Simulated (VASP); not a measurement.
Cu3O2:

```
Cu O
1.0
    -2.02298    2.02298    3.67362
     2.02298   -2.02298    3.67362
     2.02298    2.02298   -3.67362
Cu O
3 2
Direct
  0.00000 0.00000 0.00000
  0.75000 0.25000 0.50000
  0.25000 0.75000 0.50000
  0.50000 0.00000 0.50000
  0.00000 0.50000 0.50000
```

The cell comes from a database or a generator and needn't be the stable form of this composition.

| Property | Result |
| --- | --- |
| Program | VASP 6.6.1 |
| Task | relaxation of cell and atoms |
| Functional | r2SCAN |
| Potentials or basis | VASP PAW PBE potentials, release 64 (Cu, O) |
| Cutoff | 600 eV |
| k mesh | 7 × 7 × 7 |
| Occupations | gaussian, width 0.05 eV |
| Spin | no spin polarisation |

At the start: pressure -3.5 GPa; volume 12.03 Å³/atom.

Question: How do energy, volume and symmetry change on relaxing?

Answer: Over 11 steps the energy falls by 4.3 meV/atom and the volume is 11.65 Å³/atom (-3.1 %); space group I4/mmm (No. 139, to 0.05 Å).

Step by step:
```
step  energy change (eV)  largest force (eV/Å)  pressure (GPa)  volume (Å³)
   1              0.0000                0.0000           -3.53        60.14
   2             -0.0083                0.0000            2.33        57.86
   3             -0.0171                0.0000           -0.30        58.77
   4             -0.0210                0.0000            0.00        58.33
   5             -0.0206                0.0000            0.37        57.90
   6             -0.0214                0.0000            0.24        58.14
   7             -0.0214                0.0000            0.28        58.16
   8             -0.0213                0.0000            0.13        58.24
   9             -0.0214                0.0000            0.09        58.17
  10             -0.0214                0.0000           -0.11        58.27
  11             -0.0214                0.0000           -0.04        58.25
```

Final structure:
```
Cu O
1.0
    -1.99646    1.99646    3.65347
     1.99646   -1.99646    3.65347
     1.99646    1.99646   -3.65347
Cu O
3 2
Cartesian
  0.0000 0.0000 0.0000
  0.0000 1.9965 1.8267
  1.9965 0.0000 1.8267
  0.0000 1.9965 0.0000
  1.9965 0.0000 0.0000
```

Caveat: the PAW data sets were made with another functional, which shifts forces and pressure a little; an odd number of electrons without spin polarisation forces a metal; a magnetic or distorted state may lie lower; the run has no spin polarisation, though such a crystal can be magnetic.
